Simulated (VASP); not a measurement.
# Rh under biaxial strain in the (001) plane

How do stress and energy of Rh follow biaxial strain in the (001) plane?

Calculated with VASP 6.6.1; r2SCAN; plane waves and PAW (Rh_pv), in the first sound run; inputs show where later runs differ.

**1. Set-up**

Symmetry: Fm-3m, No. 225, cubic system. The conventional cell has a = 3.800 Å, b = 3.800 Å, c = 3.800 Å, α = 90.00°, β = 90.00°, γ = 90.00°. Nearest to Rh lie 12 Rh at 2.69 Å.

**2. Relax the crystal, r2SCAN**

The series starts from the cell that this level prefers, so that zero strain is near zero stress.

Level: r2SCAN; plane waves and PAW (Rh_pv).

Contents of INCAR:

```
SYSTEM = Rh
PREC = Accurate
ENCUT = 450
EDIFF = 1E-07
NELM = 120
ISMEAR = 1
SIGMA = 0.15
LREAL = .FALSE.
ALGO = Normal
METAGGA = R2SCAN
LASPH = .TRUE.
NBANDS = 13
LORBIT = 11
LWAVE = .FALSE.
LCHARG = .FALSE.
KPAR = 8
IBRION = 2
NSW = 40
ISIF = 3
EDIFFG = -0.005
POTIM = 0.4
```

Contents of POSCAR:

```
Rh
1.0
    0.0000000000      1.9000000000      1.9000000000
    1.9000000000      0.0000000000      1.9000000000
    1.9000000000      1.9000000000      0.0000000000
Rh
1
Direct
    0.0000000000      0.0000000000      0.0000000000
```

Contents of KPOINTS:

```
Automatic mesh
0
Gamma
27 27 27
0 0 0
```

PAW data sets: Rh_pv (PBE family, release 64).

Run with:

```console
> mpirun -np 8 vasp_std
```

The log of the run:

```text
[banner, memory and clock lines left out]
running    8 mpi-ranks, on    1 nodes
[...]
|                                                                             |
|           W    W    AA    RRRRR   N    N  II  N    N   GGGG   !!!           |
|           W    W   A  A   R    R  NN   N  II  NN   N  G    G  !!!           |
|           W    W  A    A  R    R  N N  N  II  N N  N  G       !!!           |
|           W WW W  AAAAAA  RRRRR   N  N N  II  N  N N  G  GGG   !            |
|           WW  WW  A    A  R   R   N   NN  II  N   NN  G    G                |
|           W    W  A    A  R    R  N    N  II  N    N   GGGG   !!!           |
|                                                                             |
|     For optimal performance we recommend to set                             |
|       NCORE = 2 up to number-of-cores-per-socket                            |
|     NCORE specifies how many cores store one orbital (NPAR=cpu/NCORE).      |
|     This setting can greatly improve the performance of VASP for DFT.       |
[...]
DAV:   9    -0.241366481610E+02    0.16950E-07   -0.74165E-10  7380   0.395E-04
   2 F= -.24136648E+02 E0= -.24136960E+02  d E =0.326719E-03
 trial-energy change:    0.000327  1 .order    0.000311   -0.000753    0.001376
 step:   0.3439(harm=  0.3538)  dis= 0.00000  next Energy=   -24.137104 (dE=-0.129E-03)
[...]
N       E                     dE             d eps       ncg     rms          rms(c)
DAV:   1    -0.241487516561E+02   -0.12103E-01   -0.14976E-01 14560   0.589E+00    0.760E-01
DAV:   2    -0.241370406148E+02    0.11711E-01   -0.21894E-02 14590   0.214E+00    0.126E-01
DAV:   3    -0.241370585027E+02   -0.17888E-04   -0.35898E-04 15000   0.219E-01    0.757E-02
DAV:   4    -0.241371068165E+02   -0.48314E-04   -0.35970E-05 15025   0.726E-02    0.169E-02
DAV:   5    -0.241371058981E+02    0.91846E-06   -0.10034E-05 16280   0.423E-02    0.565E-03
DAV:   6    -0.241371030872E+02    0.28109E-05   -0.58641E-07 15125   0.896E-03    0.821E-04
DAV:   7    -0.241371032984E+02   -0.21119E-06   -0.26421E-08  7455   0.232E-03    0.384E-04
DAV:   8    -0.241371033193E+02   -0.20866E-07   -0.54349E-09  7310   0.101E-03
   3 F= -.24137103E+02 E0= -.24137417E+02  d E =-.128439E-03
[...]
reached required accuracy - stopping structural energy minimisation
```

It took 2.2 min on 8 MPI ranks of Intel Xeon Platinum 8375C at 2.90GHz (Ice Lake), shared host; peak memory 1.5 GiB.

The logs omit lines about the potential files and the build; timing stands in the text.

Parts of OUTCAR (step 2):

```text
  Total        0.0016394      0.0016394      0.0016394      0.0000000     -0.0000000      0.0000000
  in kB        0.1908613      0.1908613      0.1908613      0.0000000     -0.0000000      0.0000000
  external PRESSURE =       0.1908613 kB  Pullay stress =       0.0000000 kB

 POSITION                                       TOTAL-FORCE (eV/Angst)
 -----------------------------------------------------------------------------------
     -0.00000      0.00000      0.00000         0.000000     -0.000000     -0.000000
 -----------------------------------------------------------------------------------
    total drift:                                0.000000      0.000000      0.000000

  FREE ENERGIE OF THE ION-ELECTRON SYSTEM (eV)
  ---------------------------------------------------
  free  energy   TOTEN  =       -24.1371033193 eV

  energy  without entropy=      -24.1380453530  energy(sigma->0) =      -24.13741733

 reached required accuracy - stopping structural energy minimisation

[... 3 further parts left out ...]
[key lines of the parts left out:]
E-fermi :  11.7151
```

Read from the output:

| Property | Result |
| --- | --- |
| energy(sigma→0) of the program | -24.1374 eV |
| stress, compression positive | xx, yy, zz 0.02, 0.02, 0.02 GPa |
| volume | 13.762 Å³ |
| ionic steps | 3 |

**3. Strain along the normal, r2SCAN**

One member in full: the plane is strained by -1.5 %, and the strain along the normal is moved by secant steps until the normal stress is under 0.012 GPa or five steps are spent; the atoms relax at each step.

This step took 4 runs, each at a new trial strain with the atoms of the one before; the last is shown.

Level: r2SCAN; plane waves and PAW (Rh_pv).

Edit INCAR of step 2 so:

```diff
@@ -15,7 +15,7 @@
 LCHARG = .FALSE.
-KPAR = 8
-IBRION = 2
-NSW = 40
-ISIF = 3
-EDIFFG = -0.005
-POTIM = 0.4
+KPAR = 2
+IBRION = 1
+NSW = 25
+ISIF = 2
+EDIFFG = -0.004
+POTIM = 0.3
```

Contents of POSCAR:

```
Rh
1.0
    0.0000000000      1.8735035020      1.9276877050
    1.8735035020      0.0000000000      1.9276877050
    1.8735035020      1.8735035020      0.0000000000
Rh
1
Direct
    0.0000000000      0.0000000000      0.0000000000
```

KPOINTS is that of step 2.

Run with:

```console
> mpirun -np 2 vasp_std
```

The log of the run:

```text
[banner, memory and clock lines left out]
running    2 mpi-ranks, on    1 nodes
[...]
[... a notice as in an earlier step ...]

 LDA part: xc-table for (None), standard interpolation
 POSCAR, INCAR and KPOINTS ok, starting setup
[...]
entering main loop
       N       E                     dE             d eps       ncg     rms          rms(c)
DAV:   1     0.923925477923E+02    0.92393E+02   -0.84332E+03 38517   0.114E+03
DAV:   2    -0.276612187416E+02   -0.12005E+03   -0.11497E+03 41085   0.344E+02
DAV:   3    -0.290863458782E+02   -0.14251E+01   -0.14225E+01 46055   0.427E+01
DAV:   4    -0.290919454290E+02   -0.55996E-02   -0.55990E-02 42798   0.276E+00
[...]
DAV:  10    -0.241271184217E+02   -0.47560E-04   -0.13848E-04 40200   0.148E-01    0.402E-02
DAV:  11    -0.241271056171E+02    0.12805E-04   -0.15253E-05 39460   0.548E-02    0.789E-04
DAV:  12    -0.241271055868E+02    0.30316E-07   -0.19117E-07 40568   0.532E-03
   1 F= -.24127106E+02 E0= -.24127395E+02  d E =-.241271E+02
 BRION: g(F)=  0.901E-62 g(S)=  0.000E+00
 reached required accuracy - stopping structural energy minimisation
```

The job ended after 4.9 min (2 MPI ranks; peak memory 0.57 GiB).

Parts of OUTCAR (step 3):

```text
  Total        0.6512705      0.6512705     -0.0000181      0.0000000     -0.0000000      0.0000000
  in kB       77.1074411     77.1074411     -0.0021384      0.0000000     -0.0000000      0.0000000
  external PRESSURE =      51.4042479 kB  Pullay stress =       0.0000000 kB

 POSITION                                       TOTAL-FORCE (eV/Angst)
 -----------------------------------------------------------------------------------
      0.00000      0.00000      0.00000         0.000000     -0.000000      0.000000
 -----------------------------------------------------------------------------------
    total drift:                                0.000000      0.000000      0.000000

  FREE ENERGIE OF THE ION-ELECTRON SYSTEM (eV)
  ---------------------------------------------------
  free  energy   TOTEN  =       -24.1271055868 eV

  energy  without entropy=      -24.1279725317  energy(sigma->0) =      -24.12739457

[... 1 part as in an earlier step ...]

[... 3 further parts left out ...]
[key lines of the parts left out:]
E-fermi :  12.0249
```

This run gave:

```
energy(sigma→0) of the program : -24.1274 eV
stress, compression positive   : xx, yy, zz 7.71, 7.71, 0.00 GPa
ionic steps                    : 1
```

**4. All members**

The other members went through these steps as far as the tables show, with the same cutoff and, step by step, the same mesh; 31 runs are not shown. The session took 5.9 core hours (wall time by ranks) on a shared machine.

| in-plane strain (%) | strain along the normal (%) | in-plane stress, tension positive (GPa) | energy above the unstrained row, extrapolated to no smearing (meV/atom) |
| --- | --- | --- | --- |
| -2.000 | 1.811 | -10.518 | 18.020 |
| -1.500 | 1.349 | -7.711 | 10.103 |
| -1.000 | 0.894 | -5.023 | 4.509 |
| -0.500 | 0.448 | -2.454 | 1.180 |
| 0 | 0.005 | -0.014 | 0.000 |
| 0.500 | -0.433 | 2.303 | 0.877 |
| 1.000 | -0.868 | ? | ? |
| 1.500 | -1.310 | 6.548 | 8.331 |
| 2.000 | -1.750 | 8.465 | 14.697 |

**5. Stress from the known rows**

A least-squares parabola through the 8 rows shown, with e the strain in %: stress = − 0.2529 e² + 4.749 e − 0.01420 (GPa), r.m.s. residual 0.0055 GPa.

For the withheld row, e = 1, the fit gives 4.482 GPa.

**6. Checking the prediction**

The calculation gives 4.498 GPa, so the prediction is 0.016 GPa too low, more than twice the residual of the fit.

Slopes at zero strain, from cubics through all rows: strain ratio -0.880, stress over strain 476 GPa.

**7. Results**

| Item | Value |
| --- | --- |
| error of the predicted stress | -0.016 GPa |
| ratio of normal to in-plane strain | -0.880 |
| biaxial modulus | 476 GPa |

As a check, the curvature of the energy gives 477 GPa for the same modulus (energy per volume = M × strain²), 0 % from the slope of the stress. The energy also has a linear term worth 0.16 GPa that the stress column lacks, a mark of the finite basis or of the smearing. These are static values: temperature and zero-point motion are left out. In a metal the slopes also depend on mesh and smearing, which were held through the series.

[Lines on the potential files, build, host, timing and source positions are cut from VASP's logs without a mark.]

[Logs are printed without paths, hosts, clocks, repeated set-up lines and the standing remarks that a program may print on its own settings, such as how far it seeks lower states.]

[Hosts, paths, dates, database ids (printed as entryN), source tags and the programs' standing remarks are cut or masked in the printed files.]

[In band tables of VASP the shares of atoms and orbitals are scaled to a sum of 1 inside the atoms' spheres.]
